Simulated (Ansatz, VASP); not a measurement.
# Cross-check of YCu between VASP and Ansatz, part 2 of 2

Aim: how closely do two programs agree when they are given the same cell, functional and k mesh? Of the first pair: The two relaxations start from unlike cells of this crystal (the structure described is Ansatz's start), so only their ends are compared.

VASP 6.6.1 and Ansatz 0.2.0.

So far: The structure; VASP: relaxation of cell and atoms, PBEsol; Ansatz: relaxation of cell and atoms, PBEsol; Comparison.

### Step 5. Ansatz: zone-centre phonons, PBEsol

Level of this step: Ansatz beside VASP: Kohn-Sham DFT, plane waves, PBEsol (Ansatz).

Second derivatives magnify differences that forces hide, and they need a tight electronic threshold.

The cell is taken from a series of runs on this material, whose earlier steps may have relaxed, scaled, displaced or heated it; both programs get it as it stands.

The input, input.yaml:

```yaml
crystal:
  lattice:
    - [3.4246110042, 0.0, 0.0]
    - [0.0, 3.4246110042, 0.0]
    - [0.0, 0.0, 3.4246110042]
  atoms:
    - { symbol: "Y", position: [0.0, 0.0, 0.0] }
    - { symbol: Cu, position: [0.5, 0.5, 0.5] }
kpoints:
  mp_grid: { grid: [12, 12, 12] }
hamiltonian:
  xc: pbesol
  pseudopotentials: { kind: paw, azcp: { folder: soft_1 }, xc_functional: pbe }
scf:
  occupations: { method: methfessel_paxton, width: 0.2 }
output:
  eigenvalues: true
phonons:
  method: dfpt
```

The run is started by

```bash
$ ansatz run input.yaml --threads 4 --pin off --max-ram 10240MiB --backend cpu --events-out ev --progress --plain --runs-dir out
```

Numbers of over 12 decimals in the logs are rounded to 6 here.

Output:

```text
[...]
Crystal: 2 atoms, lattice volume = 40.164 Å³
Basis set: ecut = 420 eV, 751 PW (Γ), exchange–correlation on 48×48×48 points (8 copies of the dense FFT grid, shifted against one another)
Bands: 19, of which v1, the nominal top of the filled ones, is band 15 counted from 1 (14 counted from 0)
Symmetry: 48 space group operations
k-points: 196 of 1728 (irreducible under 8 space group operations, time reversal used)
[...]
k mesh reduced under 8 symmetry operations, with k and −k counted as one. Each operation leaves every solved perturbation unchanged. A smaller set is not used because it would not reduce the number of displacements times k-points to solve
  ASR residual: 1.485e-5 → 0.000e0 eV/Å²; symmetrization residual: 4.899e-6 eV/Å²
  ASR residual per site (eV/Å²): 1.48e-5 1.48e-5
  Γ frequencies (cm⁻¹): 0.00 0.00 0.00 147.13 147.13 147.13
  non-analytic LO–TO correction: not included (Born effective charges unavailable; polar crystals: no LO–TO splitting at Γ)
[key lines of the parts left out:]
SCF converged after 13 iterations
Free energy (F): -10384.322167 eV
Fermi energy:    12.653730 eV
```

### Step 6. VASP: zone-centre phonons, PBEsol

The same cell, functional, mesh and smearing now go to VASP, with its own data sets.

The input, INCAR:

```
SYSTEM = YCu
PREC = Accurate
ENCUT = 600
EDIFF = 1E-08
NELM = 120
ISMEAR = 1
SIGMA = 0.2
LREAL = .FALSE.
ALGO = Normal
GGA = PS
NBANDS = 17
LASPH = .TRUE.
LORBIT = 11
LWAVE = .FALSE.
LCHARG = .FALSE.
ISIF = 2
IBRION = 8
GGA_COMPAT = .FALSE.
KPAR = 2
```

The input, POSCAR:

```
YCu
1.0
    3.4246110042      0.0000000000      0.0000000000
    0.0000000000      3.4246110042      0.0000000000
    0.0000000000      0.0000000000      3.4246110042
Y Cu
1 1
Direct
    0.0000000000      0.0000000000      0.0000000000
    0.5000000000      0.5000000000      0.5000000000
```

The input, KPOINTS:

```
Automatic mesh
0
Gamma
12 12 12
0 0 0
```

Potentials, in the order of the species: Y_sv and Cu (PBE family, release 64).

The run is started by

```bash
$ mpirun -np 2 vasp_std
```

Output:

```text
[banner, memory and clock lines left out]
running    2 mpi-ranks, on    1 nodes
[...]
[... a notice as in an earlier step ...]

 LDA part: xc-table for (Slater+PW92), standard interpolation
 POSCAR, INCAR and KPOINTS ok, starting setup
[...]
entering main loop
       N       E                     dE             d eps       ncg     rms          rms(c)
DAV:   1     0.124518922513E+03    0.12452E+03   -0.12077E+04  2880   0.183E+03
DAV:   2    -0.698992221726E+01   -0.13151E+03   -0.12709E+03  3038   0.333E+02
DAV:   3    -0.130009596208E+02   -0.60110E+01   -0.58526E+01  4083   0.706E+01
DAV:   4    -0.132200621846E+02   -0.21910E+00   -0.21826E+00  4065   0.106E+01
[...]
DAV:  19    -0.115789954396E+02    0.14736E-07   -0.21223E-07  3309   0.345E-03    0.946E-03
DAV:  20    -0.115789952065E+02    0.23313E-06   -0.21049E-07  4040   0.646E-03    0.966E-04
DAV:  21    -0.115789952060E+02    0.54160E-09   -0.92912E-09  1992   0.146E-03
   1 F= -.11578995E+02 E0= -.11579311E+02  d E =0.946154E-03
[...]
RMM:  19    -0.266451831335E+00    0.11479E-06   -0.69241E-07 15855   0.612E-04    0.745E-05
RMM:  20    -0.266451765156E+00    0.66179E-07   -0.44689E-07 15595   0.546E-04    0.763E-05
RMM:  21    -0.266451747951E+00    0.17205E-07   -0.37814E-07 14224   0.489E-04    0.859E-05
 first order change of Fermi-energy  -0.27498E-03
 force on displaced ion       1 direction 1 :  -2.963   0.000  -0.000
 Linear response progress:
  Degree of freedom:   2/  2
       N       E                     dE             d eps       ncg     rms          rms(c)
RMM:   1    -0.242126066374E+00   -0.24213E+00   -0.14135E-01 11121   0.488E+00
RMM:   2    -0.240621188682E+00    0.15049E-02   -0.62245E-03 10871   0.682E-01    0.208E-01
RMM:   3    -0.240591088326E+00    0.30100E-04   -0.55816E-04 11887   0.163E-01    0.120E-01
RMM:   4    -0.240992838150E+00   -0.40175E-03   -0.46493E-04 12445   0.138E-01    0.130E-02
[...]
RMM:  15    -0.240941616339E+00   -0.58817E-07   -0.11393E-08 15012   0.981E-05    0.114E-05
RMM:  16    -0.240941599264E+00    0.17076E-07   -0.10631E-08 15722   0.730E-05    0.886E-07
RMM:  17    -0.240941591792E+00    0.74720E-08   -0.11350E-08 13605   0.605E-05    0.321E-07
 first order change of Fermi-energy   0.20534E-03
 force on displaced ion       2 direction 1 :  -2.961   0.000  -0.000
 Linear response finished
```

OUTCAR, selected parts (step 6):

```text
  Total        0.0187135      0.0187135      0.0187135     -0.0000000      0.0000000     -0.0000000
  in kB        0.7465045      0.7465045      0.7465045     -0.0000000      0.0000000     -0.0000000
  external PRESSURE =       0.7465045 kB  Pullay stress =       0.0000000 kB

 POSITION                                       TOTAL-FORCE (eV/Angst)
 -----------------------------------------------------------------------------------
      0.00000      0.00000      0.00000         0.000000      0.000000      0.000000
      1.71231      1.71231      1.71231         0.000000      0.000000      0.000000
 -----------------------------------------------------------------------------------
    total drift:                                0.000000      0.000000      0.000000

[... 1 part as in an earlier step ...]

[... 1 further part left out ...]
```

### Step 7. Comparison

What differs besides the data sets and the points named for the pairs above, as far as they apply: the data sets hold 30 valence electrons in Ansatz (on its PAW soft_1 files) and 22 in VASP. Total energies have different zeros and are not compared.

Both answers:

```csv
quantity,Ansatz,VASP,difference
optical mode 1 to 3 (cm⁻¹),147.1,147.4,-0.20 %
```

Modes are paired by rising frequency, not by their patterns, so a pair may set unlike modes beside each other; they are those without the splitting of longitudinal modes.

### Step 8. Outcome

* difference in volume (relaxation of cell and atoms, PBEsol): -0.095 %
* r.m.s. difference of the optical zone-centre modes, each program's sorted by frequency (zone-centre phonons, PBEsol): 0.29 cm⁻¹

The difference in volume is -0.095 % (relaxation of cell and atoms, PBEsol), within the 1.2 % picked in this series as the mark of a large difference, as far as the stopping tolerances let one tell. The data sets hold unlike numbers of valence electrons (30 in Ansatz and 22 in VASP), so part of the differences comes from the potentials. 1 further run of this series is not shown here. How closely two codes agree says nothing of how well the functional describes the real material.

[Lines on the potential files, build, host, timing and source positions are cut from VASP's logs without a mark.]

[Logs are printed without paths, hosts, clocks, repeated set-up lines and the standing remarks that a program may print on its own settings, such as how far it seeks lower states.]

[Hosts, paths, dates, database ids (printed as entryN), source tags and the programs' standing remarks are cut or masked in the printed files.]
